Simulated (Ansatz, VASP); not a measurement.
## Cross-check of Ge between VASP and Ansatz

Wanted: the spread between two codes on one cell, functional and k mesh. The structure shown is the end of the Ansatz relaxation below.

Method: plane waves, with VASP 6.6.1 beside it; single point at PBEsol, in Ansatz 0.2.0.

### Step 1. Starting point

It takes space group Fd-3m (No. 227, cubic). The conventional cell has a = 5.675 Å, b = 5.675 Å, c = 5.675 Å, α = 90.00°, β = 90.00°, γ = 90.00°. Nearest to Ge lie 4 Ge at 2.46 Å.

### Step 2. Ansatz: relaxation, PBEsol

Ansatz runs on its PAW soft_1 files.

This run makes the geometry at which the two programs are then compared.

Input file input.yaml:

```yaml
crystal:
  lattice:
    - [4.013279, 0.0, 0.0]
    - [-2.0066395, 3.4756015665, 0.0]
    - [0.0, 0.0, 9.830486]
  atoms:
    - { symbol: Ge, position: [1.0, 1.0, 0.5] }
    - { symbol: Ge, position: [0.0, 0.0, 0.75] }
    - { symbol: Ge, position: [0.3333333, 0.6666667, 0.8333333] }
    - { symbol: Ge, position: [0.3333333, 0.6666667, 0.0833333] }
    - { symbol: Ge, position: [0.6666667, 0.3333333, 0.1666667] }
    - { symbol: Ge, position: [0.6666667, 0.3333333, 0.4166667] }
kpoints:
  mp_grid: { grid: [8, 8, 3] }
scf:
  occupations: { method: fermi_dirac, width: 0.02 }
hamiltonian:
  xc: pbesol
  pseudopotentials: { kind: paw, azcp: { folder: soft_1 }, xc_functional: pbe }
basis:
  ecutwfc: 600
output:
  forces: true
  stress: true
  write_density: true
  write_potential: true
  elf: true
  volumetric_format: npy
relax:
  f_tol: 0.005
  max_steps: 70
  cell: { stress_tol: 0.02, p_target: 0, fix: [a, b, alpha, beta, gamma] }
```

Run with:

```
$ ansatz run input.yaml --threads 8 --pin off --max-ram 18432MiB --backend cpu --events-out ev --progress --plain --runs-dir out
```

Numbers of over 12 decimals in the logs are rounded to 6 here.

The log of the run:

```text
Engine: ansatz 0.2.0, aarch64-unknown-linux-gnu
Pseudopotentials: kind: paw
Pseudopotential: Ge, paw, valence charge 14, recommended cutoff 420 eV (normal), soft_1/Ge.paw.azcp
Functional definition: PBEsol
  exchange = pbesol_x
  correlation = pbesol_c
Crystal: 6 atoms, lattice volume = 137.121 Å³
Basis set: ecut = 600 eV, 4527 PW (Γ), exchange–correlation on 72×72×160 points (8 copies of the dense FFT grid, shifted against one another)
Bands: 51, of which v1, the nominal top of the filled ones, is band 42 counted from 1 (41 counted from 0)
Symmetry: 36 space group operations
Space group: Fd-3m (ITA 227), of the structure as read, at distance tolerance 5.2e-5 Å
k-points: 25 of 192
Non-local potential: Ge, projectors of the file, l = 0: 2, l = 1: 2, l = 2: 3, l = 3: 1
PAW form: soft (Blöchl's): semilocal exchange-correlation on the pseudo side does not see the compensation charge
PAW frozen core: Ge, regenerated for the run's functional, and the local potential with it (the file was generated under x = pbe(κ = 0.804, μ = 0.219515), c = pbe(β = 0.066725))
PAW one-centre angular grid: Ge, 590 points (default); XC on 64 Gauss nodes
Initial density: superposition of atomic densities (chi_scale 0.1, normalization cell)
Initial wavefunctions: pseudopotential atomic-orbital guess
Functional: x = pbesol(κ = 0.804, μ = 0.123457), c = pbesol(β = 0.046)
SCF iter   1: F=—  HF=-25521.219784 eV  |F-HF|=—  |Δ(HF+E_count)|=         —  Δρ=3.49e-2  dr2=1.33e0  ethr=3.10e-3  ⟨swp⟩=6.4  Hψ=4399  notcnv=0
preconditioner: auto → Resta (q_TF=auto, 2.514 Å⁻¹)  ε∞=2.7  [insulator: Δε(μ)=0.204 eV  Ē_g=22.437 eV  σ=0.020 eV  W_gap=0.67  n_scr=36 (ndim 8)  ℏωp=29.1 eV  f_vac=0.000  D(μ)=0.35/eV (n_scr^D=2)  ε∞_Penn≈2.7]
SCF iter   2: F=—  HF=-25521.087503 eV  |F-HF|=—  |Δ(HF+E_count)|=   1.32e-1  Δρ=2.05e-2  dr2=4.85e-1  ethr=1.58e-3  ⟨swp⟩=2.0  Hψ=1590  notcnv=0  defer=69
SCF iter   3: F=—  HF=-25521.007095 eV  |F-HF|=—  |Δ(HF+E_count)|=   8.04e-2  Δρ=1.67e-3  dr2=2.87e-3  ethr=5.78e-4  ⟨swp⟩=2.2  Hψ=1635  notcnv=0  defer=86
SCF iter   4: F=—  HF=-25521.007135 eV  |F-HF|=—  |Δ(HF+E_count)|=   3.92e-5  Δρ=1.06e-3  dr2=1.27e-3  ethr=3.42e-6  ⟨swp⟩=2.0  Hψ=2376  notcnv=0  defer=86
SCF iter   5: F=—  HF=-25521.008268 eV  |F-HF|=—  |Δ(HF+E_count)|=   1.13e-3  Δρ=2.27e-4  dr2=1.08e-4  ethr=1.52e-6  ⟨swp⟩=2.0  Hψ=2377  notcnv=0  defer=86
SCF iter   6: F=—  HF=-25521.008393 eV  |F-HF|=—  |Δ(HF+E_count)|=   1.25e-4  Δρ=4.97e-5  dr2=5.49e-6  ethr=1.28e-7  ⟨swp⟩=3.0  Hψ=2241  notcnv=0  defer=86
SCF iter   7: F=—  HF=-25521.008380 eV  |F-HF|=—  |Δ(HF+E_count)|=   1.31e-5  Δρ=5.51e-6  dr2=5.90e-8  ethr=1.19e-10  ⟨swp⟩=6.6  Hψ=7472  notcnv=0
SCF iter   8: F=-25521.008381 eV  HF=-25521.008381 eV  |F-HF|=1.12e-9  |Δ(HF+E_count)|=   1.23e-7  Δρ=5.28e-7  dr2=3.18e-10  ethr=7.03e-11  ⟨swp⟩=5.4  Hψ=6913  notcnv=0
SCF 1 converged in 8 iterations: F = -25521.008381 eV  dr2 = 3.18e-10
  greatest PAW one-centre occupation: 0.998 electrons in one spin orbital (limit 2), on the Ge atom at site 4 (counted from 0), in its partial waves of l = 2
relax step   1: F+E_penalty+E_count = -25521.00838054 eV  Δ(F+E_penalty+E_count) = +0.000e0 eV  max|allowed force component| = 5.896e-3 eV/Å  Δτ_max = 0.0000 Å  P = +0.029 GPa  Ω = 137.121 Å³  fix = [a, b, alpha, beta, gamma]  reactions: a +0.056, b +0.056 GPa  (8 SCF iters, dr2 threshold 1.00e-7 eV, accepted)
[...]
relax step   2: F+E_penalty+E_count = -25521.00839307 eV  Δ(F+E_penalty+E_count) = -1.253e-5 eV  max|allowed force component| = 1.677e-4 eV/Å  Δτ_max = 0.0005 Å  P = +0.056 GPa  Ω = 137.067 Å³  energy of the carried Pulay correction = +5.557e-7 eV  fix = [a, b, alpha, beta, gamma]  reactions: a +0.079, b +0.079 GPa  (4 SCF iters, dr2 threshold 2.17e-9 eV, accepted)
[...]
relax step   3: F+E_penalty+E_count = -25521.00839274 eV  Δ(F+E_penalty+E_count) = +3.386e-7 eV  max|allowed force component| = 1.717e-4 eV/Å  Δτ_max = 0.0000 Å  P = +0.056 GPa  Ω = 137.067 Å³  fix = [a, b, alpha, beta, gamma]  reactions: a +0.079, b +0.079 GPa  stress off target by 8.76e-3 GPa on what of the cell is left free  SCF on the basis re-selected at this cell (its energy is not comparable with the rows above)  (5 SCF iters)
basis re-selected at this cell: Δ(F+E_penalty+E_count) = +3.386e-7 eV, ΔP = -0.000 GPa vs the last step (what re-selecting the basis moved, of the pressure what is left beyond the Pulay correction that the steps carried, after the strain that the cell walked since its last selection, with what the two solves' SCF thresholds leave and, on support functions, any second-order correction that the steps lacked; it is no m [...]
SCF converged after 5 iterations
Free energy (F): -25521.008393 eV
Harris-Foulkes:  -25521.008393 eV  (|F-HF|=3.64e-12)
Internal energy: -25521.007970 eV  (E = F + TS)
E sigma→0 (E₀):  -25521.008181 eV
Entropy (-TS):   -0.000423 eV (-0.070 meV/atom)
Fermi energy:    8.304857 eV
--- Per-component energies (eV) ---
  E_band       = -919.817291
  E_kinetic    = 556.801083
  E_local      = -13551.769743  (includes V_loc(G=0)·N_el)
  E_nonlocal   = 1316.761423
  E_hartree    = 6449.964392
  E_xc         = -426.407537
  E_vxc        = -390.763893  (∫ρ·V_xc dr)
  E_paw        = -11834.710074  (= ΣΔE_a)
  E_vpaw       = -1750.775228  (= ΣTr[D̂ρ^β])
  E_aug_tail   = 0.000005  (compensation charges beyond the density's cutoff)
  E_ewald      = -8037.155146
  E_core_change = 5.507627  (= ΣΔE_core)
  E_smearing   = -0.000423  (= −TS)
  E_closure    = -0.000000  (closes the sum)
  Σ components = -25521.008393   (vs F -25521.008393, Δ=0.00e0)
--- Forces (eV/Å), atoms counted from 1 ---
  atom   1  Ge     0.00000000    -0.00000000    -0.00017169
  atom   2  Ge    -0.00000000     0.00000000     0.00017169
  atom   3  Ge    -0.00000000    -0.00000000    -0.00017169
  atom   4  Ge     0.00000000     0.00000000     0.00017169
  atom   5  Ge    -0.00000000    -0.00000000    -0.00017169
  atom   6  Ge     0.00000000     0.00000000     0.00017169
  max |Σ_I F_I| component: 1.85e-17 eV/Å
--- Stress (GPa, compression-positive) ---
        0.079203      -0.000000      -0.000000
        0.000000       0.079203      -0.000000
       -0.000000      -0.000000       0.008762
  P = ⅓ Tr σ = 0.0557 GPa (0.557 kbar)
--- Band table (eV; the first three rows and the last of 25) ---
  k-point 0: bands = [... 38 lower, 7.1311, 8.1937, 8.2889, 8.2889, 8.2961, 8.6032, 8.6032, 10.8123, ... 5 higher]
  k-point 1: bands = [... 38 lower, 7.5263, 7.5263, 8.0150, 8.0150, 8.4005, 8.9697, 9.2440, 11.1797, ... 5 higher]
  k-point 2: bands = [... 38 lower, 6.5475, 7.1777, 7.8128, 7.9388, 9.5193, 9.7589, 9.8364, 10.8318, ... 5 higher]
  k-point 24: bands = [... 38 lower, 4.4451, 5.2737, 5.3935, 6.1002, 10.2171, 10.3062, 11.3076, 12.2065, ... 5 higher]
--- Relaxed structure (2 steps of the walk, 2 accepted, 1 SCFs on fresh bases) ---
  F+E_penalty+E_count = -25521.00839274 eV   max|allowed force component| = 1.717e-4 eV/Å   (the final SCF, on the basis selected at the relaxed cell)
  cell:  # Å, volume = 137.0673 Å³
    - [4.013279, 0, 0]
    - [-2.006640, 3.475602, 0]
    - [0, 0, 9.826626]
  atoms:
    - { symbol: Ge, position: [1.000000, 1.000000, 0.499949] }
    - { symbol: Ge, position: [0, 0, 0.750051] }
    - { symbol: Ge, position: [0.333333, 0.666667, 0.833282] }
    - { symbol: Ge, position: [0.333333, 0.666667, 0.083384] }
    - { symbol: Ge, position: [0.666667, 0.333333, 0.166616] }
    - { symbol: Ge, position: [0.666667, 0.333333, 0.416718] }
```

### Step 3. VASP: single point, PBEsol, pair 1

The same cell, functional, mesh and smearing now go to VASP, with its own data sets.

Lines of VASP's logs that name or quote its potential files are left out, and so is its time.

Input file INCAR:

```
SYSTEM = Ge
PREC = Accurate
ENCUT = 500
EDIFF = 1E-06
NELM = 120
ISMEAR = -1
SIGMA = 0.02
LREAL = .FALSE.
ALGO = Normal
GGA = PS
NBANDS = 52
LORBIT = 11
LWAVE = .FALSE.
LCHARG = .FALSE.
ISIF = 2
LASPH = .TRUE.
GGA_COMPAT = .FALSE.
KPAR = 2
```

Input file POSCAR:

```
Ge
1.0
    4.0132790000      0.0000000000      0.0000000000
   -2.0066395000      3.4756015665      0.0000000000
    0.0000000000      0.0000000000      9.8266256479
Ge
6
Direct
    0.0000000000      0.0000000000      0.4999488561
    0.0000000000      0.0000000000      0.7500511439
    0.3333333333      0.6666666667      0.8332821895
    0.3333333333      0.6666666667      0.0833844772
    0.6666666667      0.3333333333      0.1666155228
    0.6666666667      0.3333333333      0.4167178105
```

Input file KPOINTS:

```
Automatic mesh
0
Gamma
8 8 3
0 0 0
```

The projector-augmented-wave data sets are Ge_d (PBE family, release 64).

Run with:

```
$ mpirun -np 2 vasp_std
```

The log of the run:

```text
[banner, memory and clock lines left out]
running    2 mpi-ranks, on    1 nodes
 distrk:  each k-point on    1 cores,    2 groups
 distr:  one band on    1 cores,    1 groups

 POSCAR found type information on POSCAR Ge
 POSCAR found :  1 types and       6 ions
|                                                                             |
|               ----> ADVICE to this user running VASP <----                  |
|                                                                             |
|     You enforced a specific xc type in the INCAR file but a different       |
|     [... a line on the potential file left out ...]
|     I HOPE YOU KNOW WHAT YOU ARE DOING!                                     |
|                                                                             |

 LDA part: xc-table for (Slater+PW92), standard interpolation
 POSCAR, INCAR and KPOINTS ok, starting setup
 FFT: planning ... GRIDC
 FFT: planning ... GRID_SOFT
 FFT: planning ... GRID
 WAVECAR not read
 entering main loop
       N       E                     dE             d eps       ncg     rms          rms(c)
DAV:   1     0.880634130995E+03    0.88063E+03   -0.39214E+04  3104   0.434E+03
DAV:   2     0.141021320961E+03   -0.73961E+03   -0.71516E+03  2600   0.959E+02
DAV:   3    -0.175656298088E+02   -0.15859E+03   -0.15513E+03  2748   0.241E+02
DAV:   4    -0.297238490120E+02   -0.12158E+02   -0.12040E+02  3040   0.747E+01
DAV:   5    -0.300442669440E+02   -0.32042E+00   -0.31938E+00  2952   0.138E+01    0.563E+00
DAV:   6    -0.297461728777E+02    0.29809E+00   -0.18892E-01  3168   0.319E+00    0.317E+00
DAV:   7    -0.296015379132E+02    0.14463E+00   -0.19124E-01  2808   0.268E+00    0.267E-01
DAV:   8    -0.296046548555E+02   -0.31169E-02   -0.21851E-02  2996   0.115E+00    0.141E-01
DAV:   9    -0.296054690966E+02   -0.81424E-03   -0.70644E-04  3080   0.178E-01    0.357E-02
DAV:  10    -0.296055271197E+02   -0.58023E-04   -0.12991E-04  3104   0.128E-01    0.893E-03
DAV:  11    -0.296055339979E+02   -0.68782E-05   -0.74244E-06  2464   0.175E-02    0.424E-03
DAV:  12    -0.296055361612E+02   -0.21632E-05   -0.34051E-06  2324   0.116E-02    0.115E-03
DAV:  13    -0.296055360045E+02    0.15661E-06   -0.23845E-07  1532   0.601E-03
   1 F= -.29605536E+02 E0= -.29605326E+02  d E =-.420783E-03
```

From OUTCAR (step 3):

```text
ion  position               nearest neighbor table
   1  0.000  0.000  0.500-   6 2.46   6 2.46   6 2.46   2 2.46
   2  0.000  0.000  0.750-   3 2.46   3 2.46   3 2.46   1 2.46
   3  0.333  0.667  0.833-   2 2.46   2 2.46   2 2.46   4 2.46
   4  0.333  0.667  0.083-   5 2.46   5 2.46   5 2.46   3 2.46
   5  0.667  0.333  0.167-   4 2.46   4 2.46   4 2.46   6 2.46
   6  0.667  0.333  0.417-   1 2.46   1 2.46   1 2.46   5 2.46

  LATTYP: Found a hexagonal cell.
 ALAT       =     4.0132790000
 C/A-ratio  =     2.4485279114

 Subroutine GETGRP returns: Found 12 space group operations
 (whereof  6 operations were pure point group operations)

The static configuration has the point symmetry C_3v.
 The point group associated with its full space group is D_3d.

 Found     25 irreducible k-points:

   k-points           NKPTS =     25   k-points in BZ     NKDIM =     25   number of bands    NBANDS=     52

   dimension x,y,z NGX =    30 NGY =   30 NGZ =   72
   dimension x,y,z NGXF=    60 NGYF=   60 NGZF=  144

   ENCUT  =  500.0 eV  36.75 Ry    6.06 a.u.   7.32  7.32 17.92*2*pi/ulx,y,z

   NELECT =      84.0000    total number of electrons

 k-points in reciprocal lattice and weights: Automatic mesh
   0.00000000  0.00000000  0.00000000       0.005
   0.12500000  0.00000000  0.00000000       0.031
   0.25000000  0.00000000  0.00000000       0.031
   0.37500000  0.00000000  0.00000000       0.031
   0.50000000  0.00000000  0.00000000       0.016
   0.12500000  0.12500000  0.00000000       0.031
   0.25000000  0.12500000  0.00000000       0.062
   0.37500000  0.12500000  0.00000000       0.062
   0.25000000  0.25000000  0.00000000       0.031
[...]
0.25000000  0.25000000  0.33333333       0.062
   0.37500000  0.25000000  0.33333333       0.062

 average (electrostatic) potential at core
       1 -74.2414       2 -74.2414       3 -74.2414       4 -74.2414       5 -74.2414
       6 -74.2414

 E-fermi :   4.7885

 k-point     1 :       0.0000    0.0000    0.0000
  band No.  band energies     occupation
    ...
     39       3.6139      2.00000
     40       4.6863      1.98799
     41       4.7723      1.38431
     42       4.7723      1.38430
     43       4.7797      1.21730
     44       5.0919      0.00000
     45       5.0919      0.00000
     46       7.3018      0.00000
     47       7.3031      0.00000
     48       7.3031      0.00000
    ...

 k-point     2 :       0.1250    0.0000    0.0000
  band No.  band energies     occupation
    ...
     38       2.5921      2.00000
     39       3.0302      2.00000
     40       3.6605      2.00000
     41       4.2962      2.00000
     42       4.4225      2.00000
     43       6.0085      0.00000
     44       6.2478      0.00000
     45       6.3247      0.00000
     46       7.3209      0.00000
     47       7.9298      0.00000
    ...

 k-point     3 :       0.2500    0.0000    0.0000
  band No.  band energies     occupation
    ...
     38       1.6032      2.00000
     39       2.3559      2.00000
     40       3.2779      2.00000
     41       3.5580      2.00000
     42       3.5660      2.00000
     43       6.0609      0.00000
     44       6.2782      0.00000
     45       6.6686      0.00000
     46       7.6021      0.00000
     47       7.7650      0.00000
    ...

  Total       -0.0339067     -0.0339067     -0.0756482      0.0000000      0.0000000      0.0000000
  in kB       -0.3963344     -0.3963344     -0.8842511      0.0000000      0.0000000      0.0000000
  external PRESSURE =      -0.5589733 kB  Pullay stress =       0.0000000 kB

  energy-cutoff  :      500.00
  volume of cell :      137.07
      direct lattice vectors                 reciprocal lattice vectors
     4.013279000  0.000000000  0.000000000     0.249172809  0.143859988  0.000000000
    -2.006639500  3.475601566  0.000000000     0.000000000  0.287719976  0.000000000
     0.000000000  0.000000000  9.826625648     0.000000000  0.000000000  0.101764333

 POSITION                                       TOTAL-FORCE (eV/Angst)
 -----------------------------------------------------------------------------------
      0.00000      0.00000      4.91281         0.000000     -0.000000     -0.000122
      0.00000      0.00000      7.37047        -0.000000      0.000000      0.000122
     -0.00000      2.31707      8.18835         0.000000      0.000000     -0.000122
     -0.00000      2.31707      0.81939        -0.000000      0.000000      0.000122
      2.00664      1.15853      1.63727         0.000000     -0.000000     -0.000122
      2.00664      1.15853      4.09493        -0.000000      0.000000      0.000122
 -----------------------------------------------------------------------------------
    total drift:                                0.000000      0.000000     -0.000000

  FREE ENERGIE OF THE ION-ELECTRON SYSTEM (eV)
  ---------------------------------------------------
  free  energy   TOTEN  =       -29.6055360045 eV

  energy  without entropy=      -29.6051152217  energy(sigma->0) =      -29.60532561

 total charge
# of ion       s       p       d       tot
------------------------------------------
    1        1.130   1.249  10.023  12.402
    2        1.130   1.249  10.023  12.402
    3        1.130   1.249  10.023  12.402
    4        1.130   1.249  10.023  12.402
    5        1.130   1.249  10.023  12.402
    6        1.130   1.249  10.023  12.402
--------------------------------------------------
tot          6.777   7.496  60.136  74.410

[... 3 further parts left out ...]
```

The run ends at a pressure of -0.06 GPa, with forces up to 1.2e-4 eV/Å.

### Step 4. Differences

Known differences besides the potentials themselves: the cutoff is 600 eV in Ansatz and 500 eV in VASP; Ansatz makes its cores anew for this functional, VASP keeps those of its PBE data sets; Ansatz's pressure holds a Pulay correction, VASP's none. Total energies have different zeros and are not compared.

Compared:

| quantity | Ansatz | VASP | difference |
| --- | --- | --- | --- |
| pressure (GPa) | 0.06 | -0.06 | +0.11 |

### Step 5. Ansatz: relaxation, PBEsol

This run makes the geometry at which the two programs are then compared. The cell compared in this pair holds 130.44 Å³, against 137.07 Å³ for the pair before.

The structure compared here is the end of the Ansatz relaxation.

Edit input.yaml of step 2 so:

```diff
@@ -2,5 +2,5 @@
   lattice:
-    - [4.013279, 0.0, 0.0]
-    - [-2.0066395, 3.4756015665, 0.0]
-    - [0.0, 0.0, 9.830486]
+    - [3.89288063, 0.0, 0.0]
+    - [-1.946440315, 3.3713335195, 0.0]
+    - [0.0, 0.0, 10.007434748]
   atoms:
@@ -24,6 +24,2 @@
   stress: true
-  write_density: true
-  write_potential: true
-  elf: true
-  volumetric_format: npy
 relax:
```

Run with:

```
$ ansatz run input.yaml --threads 8 --pin off --max-ram 18432MiB --backend cpu --events-out ev --progress --plain --runs-dir out
```

The log of the run:

```text
[...]
Crystal: 6 atoms, lattice volume = 131.340 Å³
Basis set: ecut = 600 eV, 4413 PW (Γ), exchange–correlation on 64×64×160 points (8 copies of the dense FFT grid, shifted against one another)
Bands: 51, of which v1, the nominal top of the filled ones, is band 42 counted from 1 (41 counted from 0)
Symmetry: 36 space group operations
[...]
k-points: 25 of 192
[...]
cell:  # Å, volume = 130.4392 Å³
    - [3.892881, 0, 0]
    - [-1.946440, 3.371334, 0]
    - [0, 0, 9.938833]
  atoms:
    - { symbol: Ge, position: [1.0, 1.000000, 0.501889] }
    - { symbol: Ge, position: [-3.5946749438622325e-19, 0, 0.748111] }
    - { symbol: Ge, position: [0.333333, 0.666667, 0.835223] }
    - { symbol: Ge, position: [0.333333, 0.666667, 0.081444] }
    - { symbol: Ge, position: [0.666667, 0.333333, 0.168556] }
    - { symbol: Ge, position: [0.666667, 0.333333, 0.414777] }
[key lines of the parts left out:]
SCF converged after 4 iterations
Free energy (F): -25520.869349 eV
Fermi energy:    9.136462 eV
P = ⅓ Tr σ = 3.7820 GPa (37.820 kbar)
```

(Continued in part 2 of 2.)

[Lines on the potential files, build, host, timing and source positions are cut from VASP's logs without a mark.]

[Logs are printed without paths, hosts, clocks, repeated set-up lines and the standing remarks that a program may print on its own settings, such as how far it seeks lower states.]

[Hosts, paths, dates, database ids (printed as entryN), source tags and the programs' standing remarks are cut or masked in the printed files.]
